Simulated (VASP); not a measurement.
Input:

```yaml
crystal:
  lattice:
    - [-2.75477, 2.75477, 2.75477]
    - [2.75477, -2.75477, 2.75477]
    - [2.75477, 2.75477, -2.75477]
  atoms:
    - { symbol: Rb, position: [0.00000, 0.00000, 0.00000] }
```

Computed with optB88-vdW, VASP's PBE PAW potentials (set 64) (plane waves; VASP). Run with 520 eV cut-off, Gaussian smearing of 0.050 eV, potentials Rb_sv.

Problem. Predict the band gap (along the path) with the smallest direct gap where there is one.

Solution. 
The band gap (along the path) comes out as none (metal, semimetal or under 0.01 eV).

The compound is Rb in the bcc structure. It was relaxed first, which changed the volume by -7 %.
